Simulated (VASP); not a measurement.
A convergence study with VASP on ZnSe (zinc blende): one setting is varied, all else stays as given below, so the limit is that of these other settings. Each run relaxes cell and ions from the cell shown.

```
ZnSe
1.0
    0.00000     2.83500     2.83500
    2.83500     0.00000     2.83500
    2.83500     2.83500     0.00000
Zn Se
1 1
Direct
  0.00000   0.00000   0.00000
  0.25000   0.25000   0.25000
```

These are PBE GGA, VASP's PBE PAW potentials (set 64) (plane waves; VASP) values and carry that method's errors. The tightest run used: 550 eV cut-off, 12×12×12 Γ-centred mesh, Gaussian smearing of 0.050 eV, potentials Zn Se.

Gaps are read on the run's mesh, which can miss a band edge.

### Question
The settings run are 2×2×2 mesh; 3×3×3 mesh; 4×4×4 mesh; 5×5×5 mesh; 6×6×6 mesh; 8×8×8 mesh; 9×9×9 mesh; 10×10×10 mesh; 11×11×11 mesh; 12×12×12 mesh. From which on does the relaxed volume stay within 0.05 Å³/atom of the tightest run?

### Answer
From 5×5×5 mesh on: it is off by 0.031 there and by no more than 0.05 in any finer run, while 4×4×4 mesh is off by 0.124.
```json
[
 {"setting": "2×2×2 mesh", "relaxed volume (Å³/atom)": "25.961", "E (eV/atom)": "-2.3461", "gap on the mesh (eV)": "0.613", "irreducible k-points": "3", "difference judged (Å³/atom)": "2.327"},
 {"setting": "3×3×3 mesh", "relaxed volume (Å³/atom)": "24.129", "E (eV/atom)": "-2.8845", "gap on the mesh (eV)": "1.016", "irreducible k-points": "4", "difference judged (Å³/atom)": "0.496"},
 {"setting": "4×4×4 mesh", "relaxed volume (Å³/atom)": "23.757", "E (eV/atom)": "-2.9846", "gap on the mesh (eV)": "1.106", "irreducible k-points": "8", "difference judged (Å³/atom)": "0.124"},
 {"setting": "5×5×5 mesh", "relaxed volume (Å³/atom)": "23.664", "E (eV/atom)": "-3.0076", "gap on the mesh (eV)": "1.130", "irreducible k-points": "10", "difference judged (Å³/atom)": "0.031"},
 {"setting": "6×6×6 mesh", "relaxed volume (Å³/atom)": "23.641", "E (eV/atom)": "-3.0137", "gap on the mesh (eV)": "1.137", "irreducible k-points": "16", "difference judged (Å³/atom)": "0.008"},
 {"setting": "8×8×8 mesh", "relaxed volume (Å³/atom)": "23.633", "E (eV/atom)": "-3.0162", "gap on the mesh (eV)": "1.140", "irreducible k-points": "29", "difference judged (Å³/atom)": "0.000"},
 {"setting": "9×9×9 mesh", "relaxed volume (Å³/atom)": "23.633", "E (eV/atom)": "-3.0164", "gap on the mesh (eV)": "1.140", "irreducible k-points": "35", "difference judged (Å³/atom)": "0.000"},
 {"setting": "10×10×10 mesh", "relaxed volume (Å³/atom)": "23.633", "E (eV/atom)": "-3.0165", "gap on the mesh (eV)": "1.140", "irreducible k-points": "47", "difference judged (Å³/atom)": "0.000"},
 {"setting": "11×11×11 mesh", "relaxed volume (Å³/atom)": "23.633", "E (eV/atom)": "-3.0166", "gap on the mesh (eV)": "1.140", "irreducible k-points": "56", "difference judged (Å³/atom)": "0.000"},
 {"setting": "12×12×12 mesh", "relaxed volume (Å³/atom)": "23.633", "E (eV/atom)": "-3.0166", "gap on the mesh (eV)": "1.140", "irreducible k-points": "72", "difference judged (Å³/atom)": "0.000"}
]
```

Left out are rungs that failed or repeat a setting and relaxations that didn't move; long series are thinned to 24 rows.

The compound is ZnSe in the zinc blende structure.
